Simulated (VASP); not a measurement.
Input:

```yaml
crystal:
  lattice:
    - [0.00000, 1.82129, 1.82129]
    - [1.82129, 0.00000, 1.82129]
    - [1.82129, 1.82129, 0.00000]
  atoms:
    - { symbol: Ni, position: [0.00000, 0.00000, 0.00000], spin: 0.6 }
```

Level of theory: vdW-DF2, VASP's PBE PAW potentials (set 64) (plane waves; VASP). Numerical set-up: 520 eV cut-off, 17×17×17 Γ-centred mesh, first-order Methfessel-Paxton smearing of 0.10 eV, potentials Ni.

Task: Estimate the cell moment, energy per atom (σ→0), pressure, band gap (on the k-mesh) with the smallest direct gap where there is one.

Result: 
* **band gap (on the k-mesh)**: none (metal, semimetal or under 0.01 eV)
* **cell moment**: 0.65 μB
* **energy per atom (σ→0)**: -203.7 kJ/mol of atoms
* **pressure**: -3.80 GPa

Task: Give the moment on each site (PAW-sphere projection).

Result: 
```tsv
site	moment (μB)
Ni1	0.67
```

The absolute energy has meaning only against runs of the same code, potentials and settings.

The compound is Ni in the fcc structure. This cell is one point of a volume scan, at 1.03 of the reference volume.
